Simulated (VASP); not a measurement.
Given:

```yaml
crystal:
  lattice:
    - [3.07542, 0.00000, 0.00000]
    - [0.00000, 3.07542, 0.00000]
    - [0.00000, 0.00000, 3.07542]
  atoms:
    - { symbol: In, position: [0.50000, 0.50000, 0.50000] }
    - { symbol: Pd, position: [0.00000, 0.00000, 0.00000] }
```

Computed with LDA (Ceperley-Alder, Perdew-Zunger), VASP's LDA PAW potentials (set 64) (plane waves; VASP 6.6.1). Settings: 500 eV cut-off, 12×12×12 Γ-centred mesh, first-order Methfessel-Paxton smearing of 0.10 eV, potentials In_d Pd.

Unless said otherwise, spin-orbit coupling is left out, though it shifts the bands of the heavy elements here.

Question: Estimate the energy per atom (σ→0), pressure, band gap (on the k-mesh) with the smallest direct gap where there is one.

Answer: 
```json
{
 "band gap (on the k-mesh)": "none (metal, semimetal or under 0.01 eV)",
 "energy per atom (σ→0)": "-5.226 eV/atom",
 "pressure": "29.88 GPa"
}
```

Only differences to runs with the same potentials and settings are physical.

The compound is PdIn in the CsCl type structure. It was relaxed first under an external pressure of 30 GPa. The electron count is odd and the run is not spin-polarised, which forces a metal.
